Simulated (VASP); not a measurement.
# Nb3Ir under strain, part 4 of 4

How does the pressure of Nb3Ir answer to a change of volume? The bands are shown for each cell. All runs use PBEsol. Left out of this account: 1 further run (fields: a reference on another mesh). The start is a cell from a database of measured crystal structures.

VASP 6.6.1; PBEsol; plane waves and PAW (Nb_sv, Ir).

Still holding for the runs below: Spin-orbit coupling is off here; with elements this heavy it splits and shifts levels by tenths of an eV or more.

So far, pressure (GPa): step 2 (bands, cell as listed) -3.87; step 3 (cell volume +4.0 %) -11.9; step 4 (cell volume +8.0 %) -18.4; step 5 (bands, sheared, principal strains -3.7, +0.3, +3.5 %) -3.34; step 6 (cell volume -4.0 %) 6.13.

### 7. Bands, volume times 0.92

The cell is scaled evenly once more. A prediction first. A parabola through the 4 pressures of evenly scaled cells so far, P = -3.84 -225.2 t +462 t² GPa with t = ln(V/V₁) and V₁ the volume at scale 1, gives 18.15 GPa at t = -0.0834.

INCAR reads:

```
SYSTEM = Nb3Ir
PREC = Accurate
ENCUT = 400
EDIFF = 1E-06
NELM = 100
ISMEAR = -1
SIGMA = 0.05
LREAL = .FALSE.
ALGO = Normal
GGA = PS
NBANDS = 71
LASPH = .TRUE.
LORBIT = 11
LWAVE = .FALSE.
LCHARG = .FALSE.
KPAR = 8
```

POSCAR reads:

```
Nb3Ir
1.0
    4.9932710338      0.0000000000      0.0000000000
    0.0000000000      4.9932710338      0.0000000000
    0.0000000000      0.0000000000      4.9932710338
Nb Ir
6 2
Direct
    0.2500000000      0.0000000000      0.5000000000
    0.5000000000      0.7500000000      0.0000000000
    0.7500000000      0.0000000000      0.5000000000
    0.5000000000      0.2500000000      0.0000000000
    0.0000000000      0.5000000000      0.7500000000
    0.0000000000      0.5000000000      0.2500000000
    0.0000000000      0.0000000000      0.0000000000
    0.5000000000      0.5000000000      0.5000000000
```

KPOINTS reads:

```
Automatic mesh
0
Gamma
6 6 6
0 0 0
```

KPOINTS_OPT reads:

```
Line mode
12
Line-mode
Reciprocal
  0.00000000   0.00000000   0.00000000 GAMMA
  0.00000000   0.50000000   0.00000000 X

  0.00000000   0.50000000   0.00000000 X
  0.50000000   0.50000000   0.00000000 M

  0.50000000   0.50000000   0.00000000 M
  0.00000000   0.00000000   0.00000000 GAMMA

  0.00000000   0.00000000   0.00000000 GAMMA
  0.50000000   0.50000000   0.50000000 R

  0.50000000   0.50000000   0.50000000 R
  0.00000000   0.50000000   0.00000000 X

  0.50000000   0.50000000   0.00000000 M
  0.50000000   0.50000000   0.50000000 R
```

Potentials, in the order of the species: Nb_sv and Ir (PBE family, release 64).

Command:

```console
mpirun -np 8 vasp_std
```

What it wrote:

```text
[... set-up lines as in an earlier step ...]
 entering main loop
       N       E                     dE             d eps       ncg     rms          rms(c)
DAV:   1     0.112396991054E+04    0.11240E+04   -0.42359E+04  2896   0.119E+03
DAV:   2     0.588291216786E+01   -0.11181E+04   -0.10697E+04  3005   0.511E+02
DAV:   3    -0.832030909092E+02   -0.89086E+02   -0.83041E+02  4296   0.112E+02
DAV:   4    -0.925623932738E+02   -0.93593E+01   -0.92058E+01  4968   0.317E+01
DAV:   5    -0.929669832195E+02   -0.40459E+00   -0.40362E+00  4386   0.697E+00    0.293E+01
DAV:   6    -0.895208932578E+02    0.34461E+01   -0.87876E+00  3689   0.175E+01    0.103E+01
DAV:   7    -0.889509729975E+02    0.56992E+00   -0.44893E+00  4137   0.139E+01    0.714E+00
DAV:   8    -0.883340508585E+02    0.61692E+00   -0.14871E+00  3964   0.706E+00    0.249E+00
DAV:   9    -0.883418349258E+02   -0.77841E-02   -0.14788E-01  4233   0.188E+00    0.620E-01
DAV:  10    -0.883411276397E+02    0.70729E-03   -0.23498E-02  4165   0.782E-01    0.145E-01
DAV:  11    -0.883411272709E+02    0.36878E-06   -0.11230E-03  4642   0.154E-01    0.907E-02
DAV:  12    -0.883411549844E+02   -0.27714E-04   -0.10286E-04  3922   0.586E-02    0.295E-02
DAV:  13    -0.883411499490E+02    0.50354E-05   -0.11663E-05  4009   0.161E-02    0.150E-02
DAV:  14    -0.883411529436E+02   -0.29946E-05   -0.25062E-06  2361   0.111E-02    0.248E-03
DAV:  15    -0.883411530649E+02   -0.12132E-06   -0.43390E-07  1865   0.430E-03
   1 F= -.88341153E+02 E0= -.88321772E+02  d E =-.387613E-01
 Start KPOINTS_OPT (optional k-point list driver)
k-point batch [1-20\72]
       N       E                     dE             ncg
DAV:   1     0.103531109676E+05   -0.13504E+05     2856
DAV:   2    -0.122934547551E+05   -0.22647E+05     2982
DAV:   3    -0.140687610399E+05   -0.17753E+04     4408
DAV:   4    -0.142369255145E+05   -0.16816E+03     4872
DAV:   5    -0.142446578674E+05   -0.77324E+01     4434
DAV:   6    -0.142451060071E+05   -0.44814E+00     4824
DAV:   7    -0.142451385921E+05   -0.32585E-01     4473
DAV:   8    -0.142451409335E+05   -0.23414E-02     4288
DAV:   9    -0.142451411861E+05   -0.25257E-03     3609
DAV:  10    -0.142451412066E+05   -0.20481E-04     2824
DAV:  11    -0.142451412090E+05   -0.23724E-05     2449
DAV:  12    -0.142451412093E+05   -0.29967E-06     1936
[...]
k-point batch [61-72\72]
       N       E                     dE             ncg
DAV:   1     0.218162000764E+05   -0.22809E+05     1728
DAV:   2     0.811626827830E+04   -0.13700E+05     1880
DAV:   3     0.705545511311E+04   -0.10608E+04     2464
DAV:   4     0.693636556783E+04   -0.11909E+03     3033
DAV:   5     0.693228305428E+04   -0.40825E+01     2657
DAV:   6     0.693204043974E+04   -0.24261E+00     2889
DAV:   7     0.693203030603E+04   -0.10134E-01     2776
DAV:   8     0.693202988223E+04   -0.42380E-03     2553
DAV:   9     0.693202985673E+04   -0.25496E-04     2136
DAV:  10     0.693202985535E+04   -0.13857E-05     1722
DAV:  11     0.693202985519E+04   -0.15851E-06     1344
```

It took 2.9 min on 8 MPI ranks of AMD EPYC 7R43, shared host; peak memory 2.6 GiB; 23 min of CPU time.

Parts of OUTCAR (step 7):

```text
   ENCUT  =  400.0 eV  29.40 Ry    5.42 a.u.   8.14  8.14  8.14*2*pi/ulx,y,z

   NELECT =      96.0000    total number of electrons

 E-fermi :  12.4667

 k-point     1 :       0.0000    0.0000    0.0000
  band No.  band energies     occupation
    ...
     45      10.9628      2.00000
     46      10.9628      2.00000
     47      11.6593      2.00000
     48      11.6593      2.00000
     49      11.6593      2.00000
     50      13.1915      0.00000
     51      13.1915      0.00000
     52      13.4982      0.00000
     53      13.4982      0.00000
     54      13.4982      0.00000
    ...

  Total       14.4213203     14.4213203     14.4213203     -0.0000000     -0.0000000     -0.0000000
  in kB      185.5923986    185.5923986    185.5923986     -0.0000000     -0.0000000     -0.0000000
  external PRESSURE =     185.5923986 kB  Pullay stress =       0.0000000 kB

 POSITION                                       TOTAL-FORCE (eV/Angst)
 -----------------------------------------------------------------------------------
      1.24832      0.00000      2.49664         0.000000     -0.000000     -0.000000
      2.49664      3.74495      0.00000        -0.000000      0.000000     -0.000000
      3.74495      0.00000      2.49664        -0.000000      0.000000      0.000000
      2.49664      1.24832      0.00000         0.000000     -0.000000      0.000000
      0.00000      2.49664      3.74495        -0.000000     -0.000000     -0.000000
      0.00000      2.49664      1.24832         0.000000      0.000000      0.000000
      0.00000      0.00000      0.00000        -0.000000      0.000000     -0.000000
      2.49664      2.49664      2.49664        -0.000000      0.000000     -0.000000
 -----------------------------------------------------------------------------------
    total drift:                                0.000000      0.000000     -0.000000

  FREE ENERGIE OF THE ION-ELECTRON SYSTEM (eV)
  ---------------------------------------------------
  free  energy   TOTEN  =       -88.3411530649 eV

  energy  without entropy=      -88.3023917833  energy(sigma->0) =      -88.32177242

[... 5 parts as in an earlier step ...]

[... 11 further parts left out ...]
```

Numbers from this step:

| Quantity | Value |
| --- | --- |
| free energy (TOTEN) | -88.3412 eV |
| energy at zero smearing | -88.3218 eV |
| Fermi energy | 12.47 eV |
| pressure | 18.56 GPa |

Electronic bands along the path, in eV, zero at the Fermi level; # counts the bands kept, so #1 is VASP's band 25:

```
          point    #21    #22    #23    #24    #25   #26   #27   #28
              Γ  -1.50  -1.50  -0.81  -0.81  -0.81  0.72  0.72  1.03
0.45 of the way  -1.41  -1.34  -1.01  -0.54  -0.54  0.28  0.91  0.91
              X  -0.50  -0.50  -0.25  -0.25   0.11  0.11  0.33  0.33
0.45 of the way  -1.40  -0.68  -0.48  -0.06   0.31  0.44  0.59  0.73
              M  -1.13  -0.26  -0.26  -0.09  -0.09  0.92  1.32  1.59
0.45 of the way  -1.19  -1.06  -1.00  -0.58  -0.07  0.29  0.51  0.82
              Γ  -1.50  -1.50  -0.81  -0.81  -0.81  0.72  0.72  1.03
0.45 of the way  -1.40  -1.06  -1.03  -1.03   0.11  0.64  0.64  0.86
              R  -0.63  -0.63  -0.63  -0.63   1.46  1.46  1.46  1.46
0.45 of the way  -1.16  -1.16   0.15   0.15   0.40  0.40  1.07  1.07
              X  -0.50  -0.50  -0.25  -0.25   0.11  0.11  0.33  0.33
      jump to M  -1.13  -0.26  -0.26  -0.09  -0.09  0.92  1.32  1.59
0.45 of the way  -0.66  -0.53  -0.53   0.63   0.68  0.72  0.72  1.03
              R  -0.63  -0.63  -0.63  -0.63   1.46  1.46  1.46  1.46
```

Of the projections kept (Nb, Ir), the largest for each band there; the rest of the weight can lie on other orbitals:

```csv
point,#21,#22,#23,#24,#25,#26,#27,#28
Γ,Nb 0.75,Nb 0.75,Nb 0.71,Nb 0.71,Nb 0.71,Nb 0.65,Nb 0.65,Nb 0.70
X,Nb 0.89,Nb 0.89,Nb 0.79,Nb 0.79,Nb 0.65,Nb 0.65,Nb 0.71,Nb 0.71
M,Nb 0.76,Nb 1.00,Nb 1.00,Ir 0.52,Ir 0.52,Nb 0.50,Nb 0.99,Nb 0.83
Γ,Nb 0.75,Nb 0.75,Nb 0.71,Nb 0.71,Nb 0.71,Nb 0.65,Nb 0.65,Nb 0.70
R,Nb 0.70,Nb 0.70,Nb 0.70,Nb 0.70,Nb 0.81,Nb 0.81,Nb 0.81,Nb 0.81
X,Nb 0.89,Nb 0.89,Nb 0.79,Nb 0.79,Nb 0.65,Nb 0.65,Nb 0.71,Nb 0.71
```

 The pressure is 18.56 GPa. The parabola predicted 18.15 GPa, -0.41 GPa off.

### 8. Bands, atoms displaced by up to 0.15 Å

The atoms are moved off their sites at random, as a crude picture of disorder.

INCAR is that of step 7.

POSCAR reads:

```
Nb3Ir
1.0
    5.1340000000      0.0000000000      0.0000000000
    0.0000000000      5.1340000000      0.0000000000
    0.0000000000      0.0000000000      5.1340000000
Nb Ir
6 2
Direct
    0.2329960000     -0.0057130000      0.5092210000
    0.5115910000      0.7549160000     -0.0009360000
    0.7635810000     -0.0128670000      0.5108870000
    0.4774710000      0.2683880000      0.0010770000
    0.0035630000      0.5103960000      0.7536650000
    0.0073740000      0.4849210000      0.2532220000
    0.0107620000     -0.0061580000      0.0049160000
    0.5097250000      0.4912030000      0.5131700000
```

KPOINTS is that of step 7.

KPOINTS_OPT is that of step 7.

Command:

```console
mpirun -np 8 vasp_std
```

What it wrote:

```text
[... set-up lines as in an earlier step ...]
 entering main loop
       N       E                     dE             d eps       ncg     rms          rms(c)
DAV:   1     0.108929709052E+04    0.10893E+04   -0.42615E+04 16160   0.118E+03
DAV:   2     0.213987834859E+01   -0.10872E+04   -0.10409E+04 16891   0.501E+02
DAV:   3    -0.842519301553E+02   -0.86392E+02   -0.81147E+02 24200   0.109E+02
DAV:   4    -0.930421711607E+02   -0.87902E+01   -0.86493E+01 27842   0.305E+01
DAV:   5    -0.934130602091E+02   -0.37089E+00   -0.36999E+00 24437   0.675E+00    0.255E+01
DAV:   6    -0.895500045023E+02    0.38631E+01   -0.94580E+00 21064   0.178E+01    0.874E+00
DAV:   7    -0.890734148884E+02    0.47659E+00   -0.46897E+00 23153   0.140E+01    0.698E+00
DAV:   8    -0.883462304804E+02    0.72718E+00   -0.16495E+00 22568   0.763E+00    0.250E+00
DAV:   9    -0.883628433819E+02   -0.16613E-01   -0.16891E-01 24097   0.259E+00    0.137E+00
DAV:  10    -0.883510260705E+02    0.11817E-01   -0.66227E-02 22333   0.210E+00    0.407E-01
DAV:  11    -0.883486283769E+02    0.23977E-02   -0.12201E-02 23809   0.782E-01    0.160E-01
DAV:  12    -0.883482432509E+02    0.38513E-03   -0.15392E-03 22777   0.343E-01    0.109E-01
DAV:  13    -0.883482544908E+02   -0.11240E-04   -0.29029E-04 23104   0.105E-01    0.599E-02
DAV:  14    -0.883482693025E+02   -0.14812E-04   -0.45969E-05 24473   0.498E-02    0.252E-02
DAV:  15    -0.883482700927E+02   -0.79017E-06   -0.11113E-05 22696   0.275E-02    0.116E-02
DAV:  16    -0.883482696051E+02    0.48755E-06   -0.20727E-06 11384   0.105E-02
   1 F= -.88348270E+02 E0= -.88326407E+02  d E =-.437249E-01
 Start KPOINTS_OPT (optional k-point list driver)
k-point batch [1-72\72]
       N       E                     dE             ncg
DAV:   1     0.350101577988E+05   -0.89640E+05    10416
DAV:   2    -0.444720051337E+05   -0.79482E+05    10969
DAV:   3    -0.507246123467E+05   -0.62526E+04    15392
DAV:   4    -0.513648193786E+05   -0.64021E+03    18171
DAV:   5    -0.513907028728E+05   -0.25883E+02    15418
DAV:   6    -0.513922203281E+05   -0.15175E+01    17920
DAV:   7    -0.513923117107E+05   -0.91383E-01    15918
DAV:   8    -0.513923176661E+05   -0.59554E-02    15833
DAV:   9    -0.513923181557E+05   -0.48955E-03    12936
DAV:  10    -0.513923181973E+05   -0.41653E-04    10579
DAV:  11    -0.513923182018E+05   -0.44830E-05     8723
DAV:  12    -0.513923182025E+05   -0.69878E-06     7611
```

It took 5.8 min on 8 MPI ranks; peak memory 7.2 GiB; 46 min of CPU time.

OUTCAR, selected parts (step 8):

```text
   NELECT =      96.0000    total number of electrons

 E-fermi :  11.1617

 k-point     1 :       0.0000    0.0000    0.0000
  band No.  band energies     occupation
    ...
     45       9.8156      2.00000
     46       9.8813      2.00000
     47      10.2371      2.00000
     48      10.3092      2.00000
     49      10.4062      2.00000
     50      11.6164      0.00022
     51      11.9816      0.00000
     52      12.1079      0.00000
     53      12.1633      0.00000
     54      12.2118      0.00000
    ...

  Total       -1.9437113     -2.3960586     -1.8088987     -0.0880055     -0.2822855     -0.1195183
  in kB      -23.0130798    -28.3687653    -21.4169309     -1.0419637     -3.3421933     -1.4150686
  external PRESSURE =     -24.2662586 kB  Pullay stress =       0.0000000 kB

 POSITION                                       TOTAL-FORCE (eV/Angst)
 -----------------------------------------------------------------------------------
      1.19620      5.10467      2.61434         2.403890     -0.073666     -0.303208
      2.62651      3.87574      5.12919        -0.470470      0.565426      0.639478
      3.92022      5.06794      2.62289        -2.130428      0.691175     -0.375497
      2.45134      1.37790      0.00553         1.626706     -1.272705      0.228237
      0.01829      2.62037      3.86932        -0.090650     -0.968565      0.034782
      0.03786      2.48958      1.30004        -0.381971      0.569681      0.120856
      0.05525      5.10238      0.02524        -0.638598      0.209903      0.250909
      2.61693      2.52184      2.63461        -0.318480      0.278751     -0.595557
 -----------------------------------------------------------------------------------
    total drift:                               -0.000142     -0.000146      0.000023

  FREE ENERGIE OF THE ION-ELECTRON SYSTEM (eV)
  ---------------------------------------------------
  free  energy   TOTEN  =       -88.3482696051 eV

  energy  without entropy=      -88.3045446611  energy(sigma->0) =      -88.32640713

[... 5 parts as in an earlier step ...]

[... 12 further parts left out ...]
```

Numbers from this step:

```yaml
scf_cycles: 16
irreducible_k_points: 112
symmetry_operations: 1
free_energy_toten: -88.3483 eV
energy_at_zero_smearing: -88.3264 eV
fermi_energy: 11.16 eV
pressure: -2.427 GPa
```

Electronic bands along the path, in eV, zero at the Fermi level; # counts the bands kept, so #1 is VASP's band 25:

```
          point    #21    #22    #23    #24    #25   #26   #27   #28
              Γ  -1.35  -1.28  -0.92  -0.85  -0.76  0.45  0.82  0.95
0.45 of the way  -1.34  -1.08  -0.87  -0.57  -0.53  0.26  0.85  0.87
              X  -0.59  -0.50  -0.20  -0.07   0.11  0.20  0.43  0.48
0.55 of the way  -1.12  -0.67  -0.10   0.05   0.28  0.34  0.68  0.77
              M  -0.94  -0.33  -0.16  -0.13   0.07  0.80  0.92  0.96
0.55 of the way  -1.16  -0.95  -0.92  -0.65  -0.26  0.50  0.58  0.67
              Γ  -1.35  -1.28  -0.92  -0.85  -0.76  0.45  0.82  0.95
0.45 of the way  -1.13  -0.90  -0.81  -0.72   0.10  0.49  0.70  0.84
              R  -0.67  -0.54  -0.50  -0.35   0.87  0.96  1.09  1.23
0.45 of the way  -0.98  -0.91   0.03   0.11   0.30  0.49  0.89  0.94
              X  -0.59  -0.50  -0.20  -0.07   0.11  0.20  0.43  0.48
      jump to M  -0.94  -0.33  -0.16  -0.13   0.07  0.80  0.92  0.96
0.45 of the way  -0.76  -0.53  -0.45   0.27   0.41  0.45  0.74  1.06
              R  -0.67  -0.54  -0.50  -0.35   0.87  0.96  1.09  1.23
```

Of the projections kept (Nb, Ir), the largest for each band there; the rest of the weight can lie on other orbitals:

```csv
point,#21,#22,#23,#24,#25,#26,#27,#28
Γ,Nb 0.70,Nb 0.75,Nb 0.71,Nb 0.72,Nb 0.72,Nb 0.64,Nb 0.70,Nb 0.69
X,Nb 0.86,Nb 0.83,Nb 0.79,Nb 0.84,Nb 0.66,Nb 0.70,Nb 0.70,Nb 0.68
M,Nb 0.81,Nb 0.90,Nb 0.51,Nb 0.52,Nb 0.97,Nb 0.70,Nb 0.67,Nb 0.84
Γ,Nb 0.70,Nb 0.75,Nb 0.71,Nb 0.72,Nb 0.72,Nb 0.64,Nb 0.70,Nb 0.69
R,Nb 0.72,Nb 0.72,Nb 0.72,Nb 0.77,Nb 0.85,Nb 0.77,Nb 0.79,Nb 0.79
X,Nb 0.86,Nb 0.83,Nb 0.79,Nb 0.84,Nb 0.66,Nb 0.70,Nb 0.70,Nb 0.68
```

Force by atom:

```
atom  x (eV/Å)  y (eV/Å)  z (eV/Å)  size
 Nb1      2.40     -0.07     -0.30  2.42
 Nb2     -0.47      0.57      0.64  0.97
 Nb3     -2.13      0.69     -0.38  2.27
 Nb4      1.63     -1.27      0.23  2.08
 Nb5     -0.09     -0.97      0.03  0.97
 Nb6     -0.38      0.57      0.12  0.70
 Ir7     -0.64      0.21      0.25  0.72
 Ir8     -0.32      0.28     -0.60  0.73
```

 The pressure is -2.43 GPa, and the symmetry operations fall from 48 to 1.

### 9. The runs together

| cell | mesh | pressure (GPa) | gap (eV) |
| --- | --- | --- | --- |
| cell as listed | 6×6×6 | -3.87 | none |
| volume times 1.04 | 6×6×6 | -11.93 | none |
| volume times 1.08 | 6×6×6 | -18.44 | none |
| sheared, principal strains -3.7, +0.3, +3.5 % | 6×6×6 | -3.34 | none |
| volume times 0.96 | 6×6×6 | 6.13 | none |
| volume times 0.92 | 6×6×6 | 18.56 | none |
| atoms displaced by up to 0.15 Å | 6×6×6 | -2.43 | none |

### 10. Summary of results

| Quantity | Value |
| --- | --- |
| pressure, cell as listed | -3.87 GPa |
| pressure, volume times 1.04 | -11.9 GPa |
| pressure, volume times 1.08 | -18.4 GPa |
| pressure, sheared, principal strains -3.7, +0.3, +3.5 % | -3.34 GPa |
| pressure, volume times 0.96 | 6.13 GPa |
| pressure, volume times 0.92 | 18.6 GPa |
| pressure, atoms displaced by up to 0.15 Å | -2.43 GPa |
| bulk modulus at the listed volume, shape and positions held | 227 GPa |

The slope of pressure against ln V at the listed volume gives a bulk modulus of 227 GPa at fixed shape and positions. Spin-orbit coupling is left out, and with elements this heavy it would split and shift bands near the Fermi level.

[Lines on the potential files, build, host, timing and source positions are cut from VASP's logs without a mark.]

[Logs are printed without paths, hosts, clocks, repeated set-up lines and the standing remarks that a program may print on its own settings, such as how far it seeks lower states.]

[Hosts, paths, dates, database ids (printed as entryN), source tags and the programs' standing remarks are cut or masked in the printed files.]

[A measured line is paired with the nearest computed mode of its activity, which favours agreement.]
